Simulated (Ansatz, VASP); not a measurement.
## Cross-check of SrBRh between VASP and Ansatz

Aim: how closely do two programs agree when they are given the same cell, functional and k mesh? The cell is generated by rule, not measured, and may not be a known phase. The cell is taken from a series of VASP runs on this material, whose earlier steps may have relaxed, scaled or displaced it; both programs get it as it stands.

Program: Ansatz 0.2.0. Level of theory: plane waves, with VASP 6.6.1 beside it; relaxation of cell and atoms at PBE. Results are calculated unless marked as measured.

**1. Set-up**

The structure is hexagonal, space group P-6m2 (No. 187). The conventional cell has a = 3.552 Å, b = 3.552 Å, c = 5.551 Å, α = 90.00°, β = 90.00°, γ = 120.00°. Sr has 2 B at 2.78 Å nearest. Nearest to B lie 3 Rh at 2.05 Å and 2 Sr at 2.78 Å. Nearest to Rh lie 3 B at 2.05 Å. Farther neighbours are not listed.

**2. VASP: relaxation of cell and atoms, PBE**

The relaxed volume is the usual yardstick between codes: its relative difference is about their pressure difference at one cell divided by the bulk modulus.

Lines of VASP's logs that name or quote its potential files are left out, and so is its time.

The input, INCAR:

```
SYSTEM = SrBRh
PREC = Accurate
ENCUT = 420
EDIFF = 1E-06
NELM = 100
ISMEAR = -1
SIGMA = 0.05
LREAL = .FALSE.
ALGO = Normal
GGA = PE
LORBIT = 11
LWAVE = .FALSE.
LCHARG = .FALSE.
IBRION = 2
NSW = 60
ISIF = 3
EDIFFG = -0.01
```

The input, POSCAR:

```
SrBRh
1.0
    3.5515434552     -0.0000000009      0.0000000000
   -1.7757717342      3.0757268615      0.0000000000
    0.0000000000      0.0000000000      5.5509464864
Sr B Rh
1 1 1
Direct
    0.0000000000      0.0000000000      0.5000000000
    0.0000000000      0.0000000000      0.0000000000
    0.6666666700      0.3333333300      0.0000000000
```

The input, KPOINTS:

```
Automatic mesh
0
Gamma
9 9 5
0 0 0
```

PAW data sets: Sr_sv, B and Rh_pv (PBE family, release 64).

Run with:

```bash
$ mpirun -np 1 vasp_std
```

Numbers of over 12 decimals in the logs are rounded to 6 here.

The log of the run:

```text
[banner, memory and clock lines left out]
running    1 mpi-ranks, on    1 nodes
 distrk:  each k-point on    1 cores,    1 groups
 distr:  one band on    1 cores,    1 groups

 POSCAR found type information on POSCAR SrB Rh
 POSCAR found :  3 types and       3 ions
 LDA part: xc-table for (Slater+PW92), standard interpolation
 POSCAR, INCAR and KPOINTS ok, starting setup
 FFT: planning ... GRIDC
 FFT: planning ... GRID_SOFT
 FFT: planning ... GRID
 WAVECAR not read
 entering main loop
       N       E                     dE             d eps       ncg     rms          rms(c)
DAV:   1     0.178092592310E+03    0.17809E+03   -0.14948E+04  1392   0.130E+03
DAV:   2    -0.871007527115E+01   -0.18680E+03   -0.18330E+03  1470   0.353E+02
DAV:   3    -0.172388767332E+02   -0.85288E+01   -0.84074E+01  2218   0.637E+01
DAV:   4    -0.173785531186E+02   -0.13968E+00   -0.13949E+00  1598   0.647E+00
DAV:   5    -0.173823135375E+02   -0.37604E-02   -0.37599E-02  1900   0.814E-01    0.224E+01
DAV:   6    -0.163038648719E+02    0.10784E+01   -0.20727E+01  1362   0.288E+01    0.992E+00
DAV:   7    -0.157242193315E+02    0.57965E+00   -0.94172E+00  1536   0.197E+01    0.114E+01
DAV:   8    -0.155533679063E+02    0.17085E+00   -0.94290E-01  1492   0.532E+00    0.487E+00
DAV:   9    -0.155397768504E+02    0.13591E-01   -0.10313E-01  1438   0.238E+00    0.429E-01
DAV:  10    -0.155396019909E+02    0.17486E-03   -0.57752E-03  1674   0.461E-01    0.181E-01
DAV:  11    -0.155396561384E+02   -0.54148E-04   -0.42330E-04  1700   0.124E-01    0.570E-02
DAV:  12    -0.155396576887E+02   -0.15504E-05   -0.78522E-05  1486   0.707E-02    0.123E-02
DAV:  13    -0.155396591653E+02   -0.14766E-05   -0.72741E-06  1612   0.224E-02    0.680E-03
DAV:  14    -0.155396590131E+02    0.15223E-06   -0.45527E-07   778   0.541E-03
   1 F= -.15539659E+02 E0= -.15531741E+02  d E =-.155397E+02
[...]
2 F= -.15542077E+02 E0= -.15534263E+02  d E =-.241825E-02
[...]
3 F= -.15542080E+02 E0= -.15534271E+02  d E =-.242087E-02
[...]
4 F= -.15542263E+02 E0= -.15534552E+02  d E =-.183231E-03
 trial-energy change:   -0.000183  1 .order   -0.000191   -0.000505    0.000123
 step:   0.7954(harm=  0.8077)  dis= 0.00000  next Energy=   -15.542276 (dE=-0.196E-03)
 bond charge predicted
       N       E                     dE             d eps       ncg     rms          rms(c)
DAV:   1    -0.155428885936E+02   -0.62605E-03   -0.93999E-03  1334   0.945E-01    0.207E-01
DAV:   2    -0.155429198968E+02   -0.31303E-04   -0.12207E-02  1442   0.718E-01    0.219E-01
DAV:   3    -0.155422899894E+02    0.62991E-03   -0.35113E-03  1436   0.350E-01    0.291E-02
DAV:   4    -0.155422796917E+02    0.10298E-04   -0.13811E-04  1432   0.650E-02    0.359E-02
DAV:   5    -0.155422793175E+02    0.37417E-06   -0.11474E-05  1840   0.190E-02    0.244E-02
DAV:   6    -0.155422789218E+02    0.39576E-06   -0.45088E-06  1278   0.130E-02
   5 F= -.15542279E+02 E0= -.15534545E+02  d E =-.199036E-03
 curvature:  -0.43 expect dE=-0.349E-06 dE for cont linesearch -0.349E-06
 trial: gam= 0.00000 g(F)=  0.251E-42 g(S)=  0.811E-06 ort =-0.209E-04 (trialstep = 0.962E+00)
 search vector abs. value=  0.811E-06
 reached required accuracy - stopping structural energy minimisation
```

From OUTCAR (step 2):

```text
ion  position               nearest neighbor table
   1  0.000  0.000  0.500-   2 2.78   2 2.78   3 3.45   3 3.45   3 3.45   3 3.45   3 3.45   3 3.45

  LATTYP: Found a hexagonal cell.
 ALAT       =     3.5515434552
 C/A-ratio  =     1.5629673567

 Subroutine GETGRP returns: Found 12 space group operations
 (whereof 12 operations were pure point group operations)

The static configuration has the point symmetry D_3h.

 Found     36 irreducible k-points:

   k-points           NKPTS =     36   k-points in BZ     NKDIM =     36   number of bands    NBANDS=     18

   dimension x,y,z NGX =    24 NGY =   24 NGZ =   40
   dimension x,y,z NGXF=    48 NGYF=   48 NGZF=   80

   ENCUT  =  420.0 eV  30.87 Ry    5.56 a.u.   5.93  5.93  9.28*2*pi/ulx,y,z

   NELECT =      28.0000    total number of electrons

 k-points in reciprocal lattice and weights: Automatic mesh
   0.00000000  0.00000000  0.00000000       0.002
   0.11111111 -0.00000000  0.00000000       0.015
   0.22222222  0.00000000  0.00000000       0.015
   0.33333333 -0.00000000  0.00000000       0.015
   0.44444444  0.00000000  0.00000000       0.015
   0.11111111  0.11111111  0.00000000       0.015
   0.22222222  0.11111111  0.00000000       0.030
   0.33333333  0.11111111  0.00000000       0.030
   0.44444444  0.11111111  0.00000000       0.015
[...]
0.33333333  0.22222222  0.40000000       0.059
   0.33333333  0.33333333  0.40000000       0.010

 average (electrostatic) potential at core
       1 -36.6679       2 -27.8084       3 -77.5537

 E-fermi :   4.9833

 k-point     1 :       0.0000    0.0000    0.0000
  band No.  band energies     occupation
    ...
     11       1.5542      2.00000
     12       3.1374      2.00000
     13       3.1374      2.00000
     14       3.8055      2.00000
     15       4.9160      1.58718
     16       8.1076      0.00000
     17       8.1076      0.00000
     18      10.7382      0.00000

 k-point     2 :       0.1111   -0.0000    0.0000
  band No.  band energies     occupation
    ...
     10       0.5654      2.00000
     11       1.7273      2.00000
     12       2.6749      2.00000
     13       3.1017      2.00000
     14       4.3237      2.00000
     15       5.1062      0.15791
     16       7.6643      0.00000
     17       8.3798      0.00000
     18       9.5902      0.00000

 k-point     3 :       0.2222    0.0000    0.0000
  band No.  band energies     occupation
    ...
     10       0.9924      2.00000
     11       2.1078      2.00000
     12       2.1177      2.00000
     13       3.0130      2.00000
     14       4.9664      1.16748
     15       5.5609      0.00002
     16       6.8150      0.00000
     17       8.6538      0.00000
     18       8.9161      0.00000

  Total        0.0021783      0.0021783      0.0063965     -0.0000000     -0.0000000     -0.0000000
  in kB        0.0575766      0.0575766      0.1690725     -0.0000000     -0.0000000     -0.0000000
  external PRESSURE =       0.0947419 kB  Pullay stress =       0.0000000 kB

  energy-cutoff  :      420.00
  volume of cell :       60.62
      direct lattice vectors                 reciprocal lattice vectors
     3.565405080 -0.000000001  0.000000000     0.280473040  0.161931185 -0.000000000
    -1.782702547  3.087731381 -0.000000000     0.000000000  0.323862369 -0.000000000
     0.000000000  0.000000000  5.505956387    -0.000000000  0.000000000  0.181621489

 POSITION                                       TOTAL-FORCE (eV/Angst)
 -----------------------------------------------------------------------------------
     -0.00000      0.00000      2.75298         0.000000     -0.000000      0.000000
      0.00000      0.00000      0.00000         0.000000     -0.000000      0.000000
      1.78270      1.02924      0.00000        -0.000000      0.000000     -0.000000
 -----------------------------------------------------------------------------------
    total drift:                               -0.000025      0.000015      0.000000

  FREE ENERGIE OF THE ION-ELECTRON SYSTEM (eV)
  ---------------------------------------------------
  free  energy   TOTEN  =       -15.5422789218 eV

  energy  without entropy=      -15.5268112986  energy(sigma->0) =      -15.53454511

 reached required accuracy - stopping structural energy minimisation

 total charge
# of ion       s       p       d       tot
------------------------------------------
    1        2.054   5.746   0.265   8.066
    2        0.762   1.004   0.000   1.767
    3        0.473   6.227   7.225  13.925
--------------------------------------------------
tot          3.289  12.978   7.491  23.758

[... 3 further parts left out ...]
```

CONTCAR:

```
SrBRh
   1.00000000000000
     3.5654050800782278   -0.0000000009366688    0.0000000000000000
    -1.7827025466935873    3.0877313808730871   -0.0000000000000000
     0.0000000000000000    0.0000000000000000    5.5059563868770036
  Sr              B               Rh
     1     1     1
Direct
     0.0000000000000000    0.0000000000000000    0.5000000000000000
     0.0000000000000000    0.0000000000000000    0.0000000000000000
     0.6666666699999979    0.3333333300000021    0.0000000000000000
```

**3. Ansatz: relaxation of cell and atoms, PBE**

Ansatz runs on its default PAW (the set named soft_2) files.

The same cell, functional, mesh and smearing now go to Ansatz, which takes its cutoff from its data sets.

The input, input.yaml:

```yaml
crystal:
  lattice:
    - [3.5515434552, -9.0e-10, 0.0]
    - [-1.7757717342, 3.0757268615, 0.0]
    - [0.0, 0.0, 5.5509464864]
  atoms:
    - { symbol: Sr, position: [0.0, 0.0, 0.5] }
    - { symbol: B, position: [0.0, 0.0, 0.0] }
    - { symbol: Rh, position: [0.66666667, 0.33333333, 0.0] }
hamiltonian:
  xc: pbe
  pseudopotentials: { kind: paw }
kpoints:
  mp_grid: { grid: [9, 9, 5] }
scf:
  occupations: { method: fermi_dirac, width: 0.05 }
relax:
  f_tol: 0.01
  max_steps: 60
  cell: { stress_tol: 0.05 }
output:
  forces: true
  stress: true
  write_density: true
  write_potential: true
  elf: true
  volumetric_format: npy
```

Run with:

```bash
$ ansatz run input.yaml --threads 4 --pin off --max-ram 9216MiB --backend cpu --events-out ev --progress --plain --runs-dir out
```

The log of the run:

```text
Warning: the atoms were moved onto the symmetric positions of the space group found under crystal.symmetry.tolerance 1.0e-5 (fractional; no operation is sought that the atoms, as they stand in a round, miss by more than twice it, and no atom is moved by as much as it), and the run uses the moved positions. Before a round's move an operation carried an atom to 2.37e-8 Å from where it should land, the largest such dist [...]
Engine: ansatz 0.2.0, aarch64-unknown-linux-gnu
Pseudopotentials: kind: paw
Pseudopotential: Sr, paw, valence charge 10, recommended cutoff 420 eV (normal), Sr.paw.azcp
Pseudopotential: B, paw, valence charge 3, recommended cutoff 420 eV (normal), B.paw.azcp
Pseudopotential: Rh, paw, valence charge 17, recommended cutoff 420 eV (normal), Rh.paw.azcp
Functional definition: PBE
  parameter kappa = 0.804
  parameter beta = 0.066725
  exchange = pbe_x(kappa = kappa, mu = beta*pi^2/3)
  correlation = pbe_c(beta = beta)
Crystal: 3 atoms, lattice volume = 60.636 Å³
Basis set: ecut = 420 eV, 1153 PW (Γ), exchange–correlation on 48×48×80 points (8 copies of the dense FFT grid, shifted against one another)
Bands: 19, of which v1, the nominal top of the filled ones, is band 15 counted from 1 (14 counted from 0)
Symmetry: 12 space group operations
Space group: P-6m2 (ITA 187), of the structure as read, at distance tolerance 3.9e-5 Å
k-points: 36 of 405 (time reversal used)
Non-local potential: Sr, projectors of the file, l = 0: 3, l = 1: 2, l = 2: 2
Non-local potential: B, projectors of the file, l = 0: 2, l = 1: 2, l = 2: 1
Non-local potential: Rh, projectors of the file, l = 0: 3, l = 1: 2, l = 2: 2, l = 3: 1
PAW form: soft (Blöchl's): semilocal exchange-correlation on the pseudo side does not see the compensation charge
PAW one-centre angular grid: Sr, 110 points (default); XC on 64 Gauss nodes
PAW one-centre angular grid: B, 110 points (default); XC on 64 Gauss nodes
PAW one-centre angular grid: Rh, 590 points (default); XC on 64 Gauss nodes
Initial density: superposition of atomic densities (neutral atoms: chi_scale 0, normalization atom), corrected by the library's trained network
Initial wavefunctions: pseudopotential atomic-orbital guess
Functional: x = pbe(κ = 0.804, μ = 0.219515), c = pbe(β = 0.066725)
SCF iter   1: F=—  HF=-10102.997266 eV  |F-HF|=—  |Δ(HF+E_count)|=         —  Δρ=1.18e-2  dr2=1.96e-1  ethr=1.77e-3  ⟨swp⟩=7.4  Hψ=4053  notcnv=0
preconditioner: auto → Kerker (q_TF=auto, 2.426 Å⁻¹)  [metal: Δε(μ)=0.047 eV  Ē_g=9.600 eV  σ=0.050 eV  W_gap=0.22  n_scr=22 (ndim 8)  ℏωp=21.3 eV  f_vac=0.000  D(μ)=1.77/eV (n_scr^D=10)]
SCF iter   2: F=—  HF=-10102.983460 eV  |F-HF|=—  |Δ(HF+E_count)|=   1.38e-2  Δρ=4.16e-3  dr2=2.20e-2  ethr=6.53e-4  ⟨swp⟩=1.1  Hψ=979  notcnv=0
SCF iter   3: F=—  HF=-10102.981059 eV  |F-HF|=—  |Δ(HF+E_count)|=   2.40e-3  Δρ=1.21e-3  dr2=2.18e-3  ethr=7.32e-5  ⟨swp⟩=1.2  Hψ=696  notcnv=0
SCF iter   4: F=—  HF=-10102.980897 eV  |F-HF|=—  |Δ(HF+E_count)|=   1.62e-4  Δρ=3.51e-4  dr2=8.94e-5  ethr=7.26e-6  ⟨swp⟩=1.9  Hψ=767  notcnv=0
SCF iter   5: F=—  HF=-10102.980921 eV  |F-HF|=—  |Δ(HF+E_count)|=   2.40e-5  Δρ=1.04e-4  dr2=9.16e-6  ethr=2.98e-7  ⟨swp⟩=2.1  Hψ=961  notcnv=0
SCF iter   6: F=—  HF=-10102.980923 eV  |F-HF|=—  |Δ(HF+E_count)|=   2.22e-6  Δρ=3.28e-5  dr2=6.72e-7  ethr=3.05e-8  ⟨swp⟩=2.8  Hψ=1067  notcnv=0
SCF iter   7: F=—  HF=-10102.980923 eV  |F-HF|=—  |Δ(HF+E_count)|=   8.59e-9  Δρ=8.74e-6  dr2=1.34e-7  ethr=3.33e-10  ⟨swp⟩=9.2  Hψ=4754  notcnv=0
SCF iter   8: F=-10102.980923 eV  HF=-10102.980923 eV  |F-HF|=8.80e-10  |Δ(HF+E_count)|=   3.09e-9  Δρ=2.46e-6  dr2=4.46e-9  ethr=3.33e-10  ⟨swp⟩=8.1  Hψ=4126  notcnv=0
SCF 1 converged in 8 iterations: F = -10102.980923 eV  dr2 = 4.46e-9
  greatest PAW one-centre occupation: 1.000 electrons in one spin orbital (limit 2), on the Rh atom at site 2 (counted from 0), in its partial waves of l = 0
relax step   1: F+E_penalty+E_count = -10102.98092273 eV  Δ(F+E_penalty+E_count) = +0.000e0 eV  max|allowed force component| = 1.419e-16 eV/Å  Δτ_max = 0.0000 Å  P = +0.186 GPa  Ω = 60.636 Å³  (8 SCF iters, dr2 threshold 1.00e-7 eV, accepted)
[...]
relax step   2: F+E_penalty+E_count = -10102.98352684 eV  Δ(F+E_penalty+E_count) = -2.604e-3 eV  max|allowed force component| = 9.869e-17 eV/Å  Δτ_max = 0.0000 Å  P = +0.419 GPa  Ω = 60.311 Å³  energy of the carried Pulay correction = +8.361e-5 eV  (6 SCF iters, dr2 threshold 3.00e-7 eV, accepted)
[...]
relax step   3: F+E_penalty+E_count = -10102.98371652 eV  Δ(F+E_penalty+E_count) = -1.897e-4 eV  max|allowed force component| = 4.934e-17 eV/Å  Δτ_max = 0.0000 Å  P = -0.134 GPa  Ω = 60.724 Å³  energy of the carried Pulay correction = -9.004e-5 eV  (6 SCF iters, dr2 threshold 3.00e-7 eV, accepted)
[...]
relax step   4: F+E_penalty+E_count = -10102.98380216 eV  Δ(F+E_penalty+E_count) = -8.564e-5 eV  max|allowed force component| = 2.035e-16 eV/Å  Δτ_max = 0.0000 Å  P = -0.001 GPa  Ω = 60.625 Å³  energy of the carried Pulay correction = -4.786e-5 eV  (6 SCF iters, dr2 threshold 6.05e-8 eV, accepted)
[...]
relax step   5: F+E_penalty+E_count = -10102.98385084 eV  Δ(F+E_penalty+E_count) = -4.868e-5 eV  max|allowed force component| = 2.097e-16 eV/Å  Δτ_max = 0.0000 Å  P = -0.002 GPa  Ω = 60.625 Å³  stress off target by 4.51e-3 GPa  SCF on the basis re-selected at this cell (its energy is not comparable with the rows above)  (6 SCF iters)
basis re-selected at this cell: Δ(F+E_penalty+E_count) = -4.868e-5 eV, ΔP = -0.001 GPa vs the last step (what re-selecting the basis moved, of the pressure what is left beyond the Pulay correction that the steps carried, after the strain that the cell walked since its last selection, with what the two solves' SCF thresholds leave and, on support functions, any second-order correction that the steps lacked; it is no m [...]
SCF converged after 6 iterations
Free energy (F): -10102.983851 eV
Harris-Foulkes:  -10102.983851 eV  (|F-HF|=1.82e-12)
Internal energy: -10102.968546 eV  (E = F + TS)
E sigma→0 (E₀):  -10102.976198 eV
Entropy (-TS):   -0.015305 eV (-5.102 meV/atom)
Fermi energy:    10.901259 eV
--- Per-component energies (eV) ---
  E_band       = -334.641013
  E_kinetic    = 863.117400
  E_local      = -3359.374888  (includes V_loc(G=0)·N_el)
  E_nonlocal   = 570.425777
  E_hartree    = 1191.450655
  E_xc         = -425.880015
  E_vxc        = -476.756342  (∫ρ·V_xc dr)
  E_paw        = -6360.394329  (= ΣΔE_a)
  E_vpaw       = -314.955172  (= ΣTr[D̂ρ^β])
  E_aug_tail   = 0.000881  (compensation charges beyond the density's cutoff)
  E_ewald      = -2582.314026
  E_smearing   = -0.015305  (= −TS)
  E_closure    = 0.000000  (closes the sum)
  Σ components = -10102.983851   (vs F -10102.983851, Δ=0.00e0)
--- Forces (eV/Å), atoms counted from 1 ---
  atom   1  Sr     0.00000000     0.00000000     0.00000000
  atom   2  B     -0.00000000    -0.00000000     0.00000000
  atom   3  Rh    -0.00000000    -0.00000000     0.00000000
  max |Σ_I F_I| component: 1.85e-16 eV/Å
--- Stress (GPa, compression-positive) ---
       -0.000187       0.000000       0.000000
        0.000000      -0.000187       0.000000
        0.000000       0.000000      -0.004513
  P = ⅓ Tr σ = -0.0016 GPa (-0.016 kbar)
--- Band table (eV; the first three rows and the last of 36) ---
  k-point 0: bands = [... 11 lower, 7.4662, 9.0420, 9.0420, 9.7255, 10.8365, 14.0360, 14.0360, 16.6611]
  k-point 1: bands = [... 11 lower, 7.4702, 9.0400, 9.0400, 9.3009, 10.6872, 14.1114, 14.1114, 16.4295]
  k-point 2: bands = [... 11 lower, 7.3688, 8.8391, 9.0361, 9.0361, 10.3746, 14.2563, 14.2563, 16.1558]
  k-point 35: bands = [... 11 lower, 8.0041, 8.3214, 8.8946, 9.1987, 11.2082, 11.9808, 12.8393, 13.0403]
--- Relaxed structure (4 steps of the walk, 4 accepted, 1 SCFs on fresh bases) ---
  F+E_penalty+E_count = -10102.98385084 eV   max|allowed force component| = 2.097e-16 eV/Å   (the final SCF, on the basis selected at the relaxed cell)
  cell:  # Å, volume = 60.6247 Å³
    - [3.566677, 3.3748316403930745e-9, 0.0]
    - [-1.783339, 3.088833, 0.0]
    - [0.0, 0.0, 5.502898]
  atoms:
    - { symbol: Sr, position: [2.0559685587593038e-17, -6.167905696957429e-17, 0.500000] }
    - { symbol: B, position: [2.0559685587593038e-17, -6.167905696957429e-17, 0.0] }
    - { symbol: Rh, position: [0.666667, 0.333333, 0.0] }
```

Run time: 6.3 s. Hardware: 4 threads of Arm Neoverse V2, shared host; peak memory 0.4 GiB; 22 s of CPU time.

**4. Comparison**

Known differences besides the potentials themselves: both relaxations stop at a tolerance, which leaves soft axes loose, and VASP keeps its plane-wave basis; the data sets hold 30 valence electrons in Ansatz (default PAW (the set named soft_2) files) and 28 in VASP; VASP leaves aspherical gradient terms in its spheres out (LASPH is not set), Ansatz keeps them; Ansatz adds a Pulay correction to the stress that steers its cell, VASP none. Total energies have different zeros and are not compared.

Compared:

| quantity | Ansatz | VASP | difference |
| --- | --- | --- | --- |
| volume (Å³) | 60.62 | 60.62 | +0.02 % |
| edge a after relaxation, in the typed setting (Å) | 3.567 | 3.565 | +0.04 % |
| edge c after relaxation, in the typed setting (Å) | 5.503 | 5.506 | -0.06 % |

The walks stopped with 0.00 GPa left in Ansatz and 0.01 GPa in VASP; each walk ends within a tolerance, so the volume difference is uncertain by about these residues over the bulk modulus, most in soft cells.

**5. Results**

```
difference in edge c after relaxation, in the typed setting (relaxation of cell and atoms, PBE) : -0.056 %
```

**Reading.** The difference in edge c after relaxation, in the typed setting is -0.056 % (relaxation of cell and atoms, PBE), within the 1.2 % picked in this series as the mark of a large difference, as far as the stopping tolerances let one tell. Such differences can come from data sets, numerical settings and the points named under the comparisons, not from the functional's error against experiment.

[Lines on the potential files, build, host, timing and source positions are cut from VASP's logs without a mark.]

[Logs are printed without paths, hosts, clocks, repeated set-up lines and the standing remarks that a program may print on its own settings, such as how far it seeks lower states.]

[Hosts, paths, dates, database ids (printed as entryN), source tags and the programs' standing remarks are cut or masked in the printed files.]
